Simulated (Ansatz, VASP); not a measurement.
# AlNi: VASP beside Ansatz

Aim: how closely do two programs agree when they are given the same cell, functional and k mesh? The cell is taken from a series of runs on this material, whose earlier steps may have relaxed, scaled, displaced or heated it; both programs get it as it stands.

Main program and level: Ansatz 0.2.0; plane waves, with VASP 6.6.1 beside it; LDA.

**1. Set-up**

The structure is orthorhombic, space group Cmmm (No. 65). Conventional cell: a = 3.965 Å, b = 4.002 Å, c = 2.851 Å, α = 90.00°, β = 90.00°, γ = 90.00°. Nearest to Al lie 8 Ni at 2.44 to 2.46 Å. Nearest to Ni lie 8 Al at 2.44 to 2.46 Å. Farther neighbours are not listed.

**2. VASP: zone-centre phonons, LDA**

Second derivatives magnify differences that forces hide, and they need a tight electronic threshold.

Lines of VASP's logs that name or quote its potential files are left out, and so is its time.

The input, INCAR:

```
SYSTEM = AlNi
PREC = Accurate
ENCUT = 600
EDIFF = 1E-08
NELM = 120
ISMEAR = 1
SIGMA = 0.2
LREAL = .FALSE.
ALGO = Normal
GGA = PW92
NBANDS = 12
LASPH = .TRUE.
LORBIT = 11
LWAVE = .FALSE.
LCHARG = .FALSE.
ISIF = 2
IBRION = 8
GGA_COMPAT = .FALSE.
KPAR = 2
```

The input, POSCAR:

```
AlNi
1.0
    2.8166004042     -0.0130029536      0.0000000000
   -0.0130029536      2.8166004042      0.0000000000
    0.0000000000      0.0000000000      2.8510222333
Al Ni
1 1
Direct
    0.0000000000      0.0000000000      0.0000000000
    0.5000000000      0.5000000000      0.5000000000
```

The input, KPOINTS:

```
Automatic mesh
0
Gamma
16 16 16
0 0 0
```

Potentials, in the order of the species: Al and Ni (LDA family, release 64).

Command:

```bash
$ mpirun -np 2 vasp_std
```

Numbers of over 12 decimals in the logs are rounded to 6 here.

The program printed:

```text
[banner, memory and clock lines left out]
running    2 mpi-ranks, on    1 nodes
 distrk:  each k-point on    1 cores,    2 groups
 distr:  one band on    1 cores,    1 groups

 POSCAR found type information on POSCAR AlNi
 POSCAR found :  2 types and       2 ions
|                                                                             |
|               ----> ADVICE to this user running VASP <----                  |
|                                                                             |
|     You enforced a specific xc type in the INCAR file but a different       |
|     [... a line on the potential file left out ...]
|     I HOPE YOU KNOW WHAT YOU ARE DOING!                                     |
|                                                                             |

 LDA part: xc-table for (Slater(with rela. corr.)+PW92), standard interpolation
 POSCAR, INCAR and KPOINTS ok, starting setup
 FFT: planning ... GRIDC
 FFT: planning ... GRID_SOFT
 FFT: planning ... GRID
 WAVECAR not read
 entering main loop
       N       E                     dE             d eps       ncg     rms          rms(c)
DAV:   1     0.439825814024E+02    0.43983E+02   -0.61948E+03 15904   0.130E+03
DAV:   2    -0.118124337679E+02   -0.55795E+02   -0.51608E+02 16132   0.210E+02
DAV:   3    -0.135953218100E+02   -0.17829E+01   -0.17584E+01 18972   0.439E+01
DAV:   4    -0.136190283104E+02   -0.23707E-01   -0.23698E-01 17596   0.452E+00
DAV:   5    -0.136196322044E+02   -0.60389E-03   -0.60388E-03 19056   0.804E-01    0.120E+01
DAV:   6    -0.150825771774E+02   -0.14629E+01   -0.43945E+01 17516   0.109E+02    0.142E+01
DAV:   7    -0.122161309947E+02    0.28664E+01   -0.13289E+01 17648   0.653E+01    0.102E+00
DAV:   8    -0.122026041280E+02    0.13527E-01   -0.26030E-01 19040   0.576E+00    0.103E+00
DAV:   9    -0.121868424064E+02    0.15762E-01   -0.46243E-02 19184   0.324E+00    0.164E-01
DAV:  10    -0.121864986085E+02    0.34380E-03   -0.10203E-03 19032   0.470E-01    0.809E-02
DAV:  11    -0.121864994593E+02   -0.85074E-06   -0.31501E-05 18604   0.499E-02    0.239E-02
DAV:  12    -0.121864988908E+02    0.56851E-06   -0.32750E-06 20188   0.310E-02    0.412E-03
DAV:  13    -0.121864987332E+02    0.15752E-06   -0.53881E-07 23828   0.724E-03    0.169E-03
DAV:  14    -0.121864987350E+02   -0.17703E-08   -0.22765E-08 11924   0.165E-03
   1 F= -.12186499E+02 E0= -.12186783E+02  d E =0.851452E-03
 Linear response reoptimize wavefunctions to high precision
DAV:   1    -0.121864987342E+02    0.78239E-09   -0.12190E-08 18356   0.186E-03
DAV:   2    -0.121864987342E+02   -0.17280E-10   -0.12143E-10  8988   0.106E-04
 Linear response DOF=           4
 Linear response progress:
  Degree of freedom:   1/  4
       N       E                     dE             d eps       ncg     rms          rms(c)
RMM:   1    -0.576476642630E-02   -0.57648E-02    0.20347E-03 62409   0.651E-01
RMM:   2    -0.544921872943E-02    0.31555E-03   -0.69792E-05 41463   0.231E-01    0.605E-02
RMM:   3    -0.543372584682E-02    0.15493E-04   -0.10468E-04 45833   0.835E-02    0.300E-02
RMM:   4    -0.549965591688E-02   -0.65930E-04   -0.43814E-05 45359   0.514E-02    0.578E-03
RMM:   5    -0.550382970876E-02   -0.41738E-05   -0.35519E-06 46890   0.122E-02    0.168E-03
RMM:   6    -0.550329994470E-02    0.52976E-06   -0.22207E-07 44869   0.330E-03    0.884E-04
RMM:   7    -0.550331878198E-02   -0.18837E-07   -0.18137E-08 43282   0.163E-03    0.594E-04
RMM:   8    -0.550345824225E-02   -0.13946E-06   -0.33872E-09 49581   0.471E-04    0.223E-04
RMM:   9    -0.550350581560E-02   -0.47573E-07   -0.12288E-09 49610   0.134E-04    0.863E-06
RMM:  10    -0.550348288365E-02    0.22932E-07   -0.94256E-10 49949   0.407E-05    0.998E-06
RMM:  11    -0.550348754432E-02   -0.46607E-08   -0.18980E-10 49436   0.152E-05    0.115E-06
 first order change of Fermi-energy  -0.99123E-04
 force on displaced ion       1 direction 1 :  -6.594  -0.278   0.000
 Linear response progress:
  Degree of freedom:   2/  4
       N       E                     dE             d eps       ncg     rms          rms(c)
RMM:   1    -0.597729812928E-02   -0.59773E-02    0.32235E-03 34991   0.674E-01
RMM:   2    -0.566203573145E-02    0.31526E-03   -0.31197E-05 23243   0.240E-01    0.626E-02
RMM:   3    -0.564515521257E-02    0.16881E-04   -0.11631E-04 25685   0.880E-02    0.306E-02
RMM:   4    -0.571303486326E-02   -0.67880E-04   -0.47041E-05 25433   0.533E-02    0.595E-03
RMM:   5    -0.571742693943E-02   -0.43921E-05   -0.37762E-06 26130   0.127E-02    0.155E-03
RMM:   6    -0.571661224045E-02    0.81470E-06   -0.15954E-07 26432   0.282E-03    0.755E-04
RMM:   7    -0.571667774549E-02   -0.65505E-07   -0.13329E-08 24911   0.110E-03    0.631E-04
RMM:   8    -0.571684188961E-02   -0.16414E-06   -0.21648E-09 27586   0.335E-04    0.208E-04
RMM:   9    -0.571684350893E-02   -0.16193E-08   -0.35142E-10 27418   0.118E-04    0.196E-05
 first order change of Fermi-energy  -0.51657E-04
 force on displaced ion       1 direction 3 :   0.000   0.000  -6.643
 Linear response progress:
  Degree of freedom:   3/  4
       N       E                     dE             d eps       ncg     rms          rms(c)
RMM:   1    -0.187700645793E+00   -0.18770E+00   -0.99493E-02 41257   0.270E+00
RMM:   2    -0.186313284130E+00    0.13874E-02   -0.18108E-03 41752   0.525E-01    0.130E-01
RMM:   3    -0.186309532450E+00    0.37517E-05   -0.14275E-04 44817   0.102E-01    0.769E-02
RMM:   4    -0.186704166387E+00   -0.39463E-03   -0.18348E-04 48215   0.105E-01    0.533E-03
RMM:   5    -0.186685802900E+00    0.18363E-04   -0.35260E-06 49224   0.201E-02    0.354E-03
RMM:   6    -0.186682157665E+00    0.36452E-05   -0.30260E-07 44785   0.623E-03    0.243E-03
RMM:   7    -0.186673781332E+00    0.83763E-05   -0.97128E-08 49521   0.324E-03    0.439E-04
RMM:   8    -0.186670072440E+00    0.37089E-05   -0.10100E-08 51099   0.703E-04    0.717E-05
RMM:   9    -0.186669641746E+00    0.43069E-06   -0.73953E-10 51923   0.165E-04    0.174E-05
RMM:  10    -0.186669439414E+00    0.20233E-06   -0.53247E-10 52283   0.525E-05    0.981E-06
RMM:  11    -0.186669488121E+00   -0.48707E-07   -0.52420E-10 51207   0.336E-05    0.140E-06
RMM:  12    -0.186669491265E+00   -0.31443E-08   -0.51337E-10 52320   0.222E-05    0.661E-07
 first order change of Fermi-energy   0.10869E-02
 force on displaced ion       2 direction 1 :  -6.583  -0.273   0.000
 Linear response progress:
  Degree of freedom:   4/  4
       N       E                     dE             d eps       ncg     rms          rms(c)
RMM:   1    -0.188219368459E+00   -0.18822E+00   -0.10002E-01 23206   0.270E+00
RMM:   2    -0.186752743362E+00    0.14666E-02   -0.17796E-03 23331   0.525E-01    0.131E-01
RMM:   3    -0.186764719323E+00   -0.11976E-04   -0.14506E-04 25044   0.103E-01    0.774E-02
RMM:   4    -0.187176725375E+00   -0.41201E-03   -0.17701E-04 27012   0.103E-01    0.570E-03
RMM:   5    -0.187160844262E+00    0.15881E-04   -0.38624E-06 27213   0.224E-02    0.483E-03
RMM:   6    -0.187156090494E+00    0.47538E-05   -0.46451E-07 24214   0.927E-03    0.240E-03
RMM:   7    -0.187147293349E+00    0.87971E-05   -0.19056E-07 28064   0.347E-03    0.480E-04
RMM:   8    -0.187144127341E+00    0.31660E-05   -0.53003E-09 28081   0.873E-04    0.130E-04
RMM:   9    -0.187143505361E+00    0.62198E-06   -0.16500E-09 28233   0.264E-04    0.310E-05
RMM:  10    -0.187143203830E+00    0.30153E-06   -0.47907E-12 28648   0.925E-05    0.212E-05
RMM:  11    -0.187143219963E+00   -0.16133E-07   -0.27349E-10 26275   0.594E-05    0.253E-06
RMM:  12    -0.187143229628E+00   -0.96648E-08   -0.15435E-10 29575   0.295E-05    0.124E-06
 first order change of Fermi-energy   0.24930E-02
 force on displaced ion       2 direction 3 :   0.000   0.000  -6.647
 Linear response finished
```

OUTCAR, selected parts (step 2):

```text
ion  position               nearest neighbor table
   1  0.000  0.000  0.000-   2 2.44   2 2.44   2 2.44   2 2.44   2 2.46   2 2.46   2 2.46   2 2.46

  LATTYP: Found a base centered orthorhombic cell.
 ALAT       =     3.9648855381
 B/A-ratio  =     1.0092759063
 C/A-ratio  =     0.7190679796

 Subroutine GETGRP returns: Found  8 space group operations
 (whereof  8 operations were pure point group operations)

The static configuration has the point symmetry D_2h.

 Found    657 irreducible k-points:

   k-points           NKPTS =    657   k-points in BZ     NKDIM =    657   number of bands    NBANDS=     12

   dimension x,y,z NGX =    24 NGY =   24 NGZ =   24
   dimension x,y,z NGXF=    48 NGYF=   48 NGZF=   48

   ENCUT  =  600.0 eV  44.10 Ry    6.64 a.u.   5.63  5.63  5.69*2*pi/ulx,y,z

   NELECT =      13.0000    total number of electrons

 k-points in reciprocal lattice and weights: Automatic mesh
   0.00000000  0.00000000  0.00000000       0.000
   0.06250000  0.00000000  0.00000000       0.001
   0.12500000  0.00000000  0.00000000       0.001
   0.18750000 -0.00000000  0.00000000       0.001
   0.25000000  0.00000000  0.00000000       0.001
   0.31250000  0.00000000  0.00000000       0.001
   0.37500000 -0.00000000  0.00000000       0.001
   0.43750000  0.00000000  0.00000000       0.001
   0.50000000  0.00000000  0.00000000       0.000
[...]
-0.43750000  0.43750000  0.50000000       0.000
   0.50000000  0.50000000  0.50000000       0.000

 average (electrostatic) potential at core
       1 -67.5814       2 -80.9018

  Total        0.2001719      0.2001719      0.0273006      0.1716172      0.0000000      0.0000000
  in kB       14.1798563     14.1798563      1.9339330     12.1570858      0.0000000      0.0000000
  external PRESSURE =      10.0978818 kB  Pullay stress =       0.0000000 kB

  energy-cutoff  :      600.00
  volume of cell :       22.62
      direct lattice vectors                 reciprocal lattice vectors
     2.816600404 -0.013002954  0.000000000     0.355045505  0.001639082  0.000000000
    -0.013002954  2.816600404  0.000000000     0.001639082  0.355045505  0.000000000
     0.000000000  0.000000000  2.851022233     0.000000000  0.000000000  0.350751386

 POSITION                                       TOTAL-FORCE (eV/Angst)
 -----------------------------------------------------------------------------------
      0.00000      0.00000      0.00000         0.000000      0.000000      0.000000
      1.40180      1.40180      1.42551        -0.000000      0.000000      0.000000
 -----------------------------------------------------------------------------------
    total drift:                                0.000000      0.000000     -0.000000

 Eigenvectors and eigenvalues of the dynamical matrix
 ----------------------------------------------------

   1 f  =    9.529167 THz    59.873523 2PiTHz  317.858800 cm-1    39.409451 meV
             X         Y         Z           dx          dy          dz
      0.000000  0.000000  0.000000    -0.585479   -0.585479    0.000000
      1.401799  1.401799  1.425511     0.396503    0.396503    0.000000

   2 f  =    9.372802 THz    58.891049 2PiTHz  312.643005 cm-1    38.762775 meV
             X         Y         Z           dx          dy          dz
      0.000000  0.000000  0.000000     0.000000    0.000000    0.827596
      1.401799  1.401799  1.425511     0.000000    0.000000   -0.561324

   3 f  =    9.137244 THz    57.410995 2PiTHz  304.785642 cm-1    37.788586 meV
             X         Y         Z           dx          dy          dz
      0.000000  0.000000  0.000000    -0.585341    0.585341    0.000000
      1.401799  1.401799  1.425511     0.396706   -0.396706    0.000000

   4 f/i=    0.001491 THz     0.009368 2PiTHz    0.049735 cm-1     0.006166 meV
             X         Y         Z           dx          dy          dz
      0.000000  0.000000  0.000000     0.000000    0.000000   -0.561324
      1.401799  1.401799  1.425511     0.000000    0.000000   -0.827596

   5 f/i=    0.001836 THz     0.011536 2PiTHz    0.061244 cm-1     0.007593 meV
             X         Y         Z           dx          dy          dz
      0.000000  0.000000  0.000000    -0.396706    0.396706    0.000000
      1.401799  1.401799  1.425511    -0.585341    0.585341    0.000000

   6 f/i=    0.005220 THz     0.032795 2PiTHz    0.174104 cm-1     0.021586 meV
             X         Y         Z           dx          dy          dz
      0.000000  0.000000  0.000000    -0.396503   -0.396503    0.000000
      1.401799  1.401799  1.425511    -0.585479   -0.585479    0.000000

 ELASTIC MODULI CONTR FROM IONIC RELAXATION (kBar)
 Direction    XX          YY          ZZ          XY          YZ          ZX
 --------------------------------------------------------------------------------
 XX           0.0000      0.0000      0.0000      0.0000      0.0000      0.0000
 YY           0.0000      0.0000      0.0000      0.0000      0.0000      0.0000
 ZZ           0.0000      0.0000      0.0000      0.0000      0.0000      0.0000
 XY           0.0000      0.0000      0.0000      0.0000      0.0000      0.0000
 YZ           0.0000      0.0000      0.0000      0.0000      0.0000      0.0000
 ZX           0.0000      0.0000      0.0000      0.0000      0.0000      0.0000
 --------------------------------------------------------------------------------
```

This run has no spin polarisation, so a moment on Ni, if there is one, isn't seen. Its electron count is odd, so without a moment it is a metal by construction.

(Continued in part 2 of 2.)

[Lines on the potential files, build, host, timing and source positions are cut from VASP's logs without a mark.]

[Logs are printed without paths, hosts, clocks, repeated set-up lines and the standing remarks that a program may print on its own settings, such as how far it seeks lower states.]

[Hosts, paths, dates, database ids (printed as entryN), source tags and the programs' standing remarks are cut or masked in the printed files.]
